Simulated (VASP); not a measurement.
A run of VASP 6.6.1:

INCAR

```
ALGO     = Normal         # electronic algorithm
EDIFF    = 1E-6           # SCF threshold, eV
EDIFFG   = -0.01          # ionic threshold
ENCUT    = 600            # plane-wave cutoff, eV
IBRION   = 2              # ionic algorithm
ISIF     = 3              # what is computed and relaxed
ISMEAR   = 1              # smearing method
LASPH    = T              # aspherical terms in the spheres
LCHARG   = F              # write CHGCAR
LMIXTAU  = T            
LREAL    = F              # projectors in reciprocal space
LWAVE    = F              # write WAVECAR
METAGGA  = R2SCAN         # meta-GGA
NELM     = 80             # most SCF steps
NSW      = 90             # ionic steps
PREC     = Accurate       # precision mode
SIGMA    = 0.1            # smearing width, eV
```

KPOINTS

```
k-points
0
Gamma
  15 15 10
```

The input POSCAR:

```
MgB2
1.0
    3.0850000000      0.0000000000      0.0000000000
   -1.5425000000      2.6716883700      0.0000000000
    0.0000000000      0.0000000000      3.5230000000
Mg B
1 2
Direct
    0.0000000000      0.0000000000      0.0000000000
    0.3333333300      0.6666666700      0.5000000000
    0.6666666700      0.3333333300      0.5000000000
```

Potentials or basis: VASP PAW PBE potentials, release 64 (Mg, B).

The run is started by

```sh
$ cat potpaw_PBE.64/Mg/POTCAR potpaw_PBE.64/B/POTCAR > POTCAR
$ mpirun -np 1 vasp_std > vasp.out
```

Hardware: 1 thread of Intel(R) Xeon(R) Platinum 8488C (Sapphire Rapids), with other jobs on the host.

Problem. Estimate the wall time of this run.

Solution. Run time: 6.4 min on 1 thread of Intel(R) Xeon(R) Platinum 8488C (Sapphire Rapids), on a shared host, peak memory 0.21 GiB. Counts: scf iterations 38, k points 162, ion steps 5.
